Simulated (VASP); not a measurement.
A convergence study with VASP on Cu₂O (cuprite): one setting is varied, all else stays as given below, so the limit is that of these other settings. Each run relaxes cell and ions from the cell shown.

```
CELL_PARAMETERS angstrom
      4.27000     0.00000     0.00000
      0.00000     4.27000     0.00000
      0.00000     0.00000     4.27000
ATOMIC_POSITIONS crystal
  Cu 0.75000 0.25000 0.75000
  Cu 0.25000 0.75000 0.75000
  Cu 0.75000 0.75000 0.25000
  Cu 0.25000 0.25000 0.25000
  O  0.00000 0.00000 0.00000
  O  0.50000 0.50000 0.50000
```

All values below come from PBEsol GGA, VASP's PBE PAW potentials (set 64) (plane waves; VASP 6.6.1). The tightest run used: 700 eV cut-off, 9×9×9 Γ-centred mesh, Gaussian smearing of 0.050 eV, potentials Cu O.

Gaps are read on the run's mesh, which can miss a band edge.

### Question
The settings run are 2×2×2 mesh; 3×3×3 mesh; 4×4×4 mesh; 5×5×5 mesh; 6×6×6 mesh; 7×7×7 mesh; 8×8×8 mesh; 9×9×9 mesh. From which on does the relaxed volume stay within 0.05 Å³/atom of the tightest run?

### Answer
From 3×3×3 mesh on: it is off by 0.037 there and by no more than 0.05 in any finer run, while 2×2×2 mesh is off by 0.224.
| setting | relaxed volume (Å³/atom) | E (eV/atom) | gap on the mesh (eV) | irreducible k-points | difference judged (Å³/atom) |
|---|---|---|---|---|---|
| 2×2×2 mesh | 12.843 | -4.9267 | 0.513 | 4 | 0.224 |
| 3×3×3 mesh | 12.656 | -4.9898 | 0.546 | 4 | 0.037 |
| 4×4×4 mesh | 12.636 | -4.9940 | 0.550 | 10 | 0.016 |
| 5×5×5 mesh | 12.625 | -4.9958 | 0.552 | 10 | 0.006 |
| 6×6×6 mesh | 12.622 | -4.9963 | 0.552 | 20 | 0.003 |
| 7×7×7 mesh | 12.620 | -4.9965 | 0.553 | 20 | 0.001 |
| 8×8×8 mesh | 12.620 | -4.9965 | 0.553 | 35 | 0.001 |
| 9×9×9 mesh | 12.619 | -4.9965 | 0.553 | 35 | 0.000 |

Left out are rungs that failed or repeat a setting and relaxations that didn't move; long series are thinned to 24 rows.

The compound is Cu2O in the cuprite structure.
